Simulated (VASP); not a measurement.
A run of VASP 6.6.1 is set up as follows.

INCAR

```
SYSTEM = CdHgS2
ALGO = Normal
EDIFF = 1E-7
ENCUT = 520
GGA = PE
ISIF = 2
ISMEAR = -1
LASPH = .TRUE.
LCHARG = .FALSE.
LREAL = .FALSE.
LWAVE = .FALSE.
NBANDS = 26
NELM = 60
PREC = Accurate
SIGMA = 0.05
```

Contents of KPOINTS:

```
k-points
0
G
  8 8 4
  0 0 0
```

File POSCAR:

```
CdHgS2
1.0
    4.0518300000      0.0000000000      0.0000000000
   -2.0259200000      3.5089900000      0.0000000000
    0.0000000000      0.0000000000      7.6300500000
Cd Hg S
1 1 2
Direct
    0.0000000000      0.0000000000      0.0000000000
    0.6666700000      0.3333300000      0.5000000000
    0.6666700000      0.3333300000      0.8068800000
    0.6666700000      0.3333300000      0.1931200000
```

Potentials or basis: VASP PAW PBE potentials, release 64 (Cd, Hg, S).

Launch:

```sh
$ cat potpaw_PBE.64/Cd/POTCAR potpaw_PBE.64/Hg/POTCAR potpaw_PBE.64/S/POTCAR > POTCAR
$ mpirun -np 1 vasp_std > vasp.out
```

Predict the band gap on the k mesh.

0.12 eV, direct.

Predict the largest force.

0.028 eV/Å.

What does it give for the pressure?

0.3 GPa.

Stress tensor (GPa, compression positive):
```
0.12 0.00 0.00
0.00 0.12 0.00
0.00 0.00 0.77
```

Caveat: spin-orbit coupling is left out, which moves the levels of the heavy elements. PBE gaps usually lie below the measured ones, often by a third to a half.
